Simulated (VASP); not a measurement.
Here is the system:

```
CELL_PARAMETERS angstrom
      0.00000     2.93116     2.93116
      2.93116     0.00000     2.93116
      2.93116     2.93116     0.00000
ATOMIC_POSITIONS crystal
  Al 0.25000 0.25000 0.25000
  Al 0.75000 0.75000 0.75000
  Pt 0.00000 0.00000 0.00000
```

Computed with SCAN meta-GGA, VASP's PBE PAW potentials (set 64) (plane waves; VASP 6.6.1). Settings: 520 eV cut-off, 10×10×10 Γ-centred mesh, tetrahedra with Blöchl corrections, potentials Al Pt.

Task: Give the energies of bands 1 to 11 at the high-symmetry points, in eV from the Fermi level.

Result: 
```csv
band,Γ,X,U,L,W
1,-10.84,-6.79,-6.82,-8.36,-6.26
2,-5.30,-6.33,-6.16,-6.40,-6.26
3,-5.30,-6.04,-5.99,-5.03,-5.87
4,-5.30,-3.98,-4.68,-5.03,-5.54
5,-4.04,-3.98,-4.17,-3.98,-3.98
6,-4.04,-3.81,-3.98,-3.77,-3.60
7,3.45,-3.51,-3.20,-3.77,-2.92
8,3.79,-1.73,-2.15,1.08,-2.92
9,3.79,-1.73,-0.66,1.08,-0.95
10,3.79,3.55,3.62,4.07,5.58
11,5.87,3.61,5.71,5.51,5.58
```

It has no gap at this level: it comes out as a metal or semimetal.

The compound is PtAl2 in the fluorite structure. It was relaxed first.
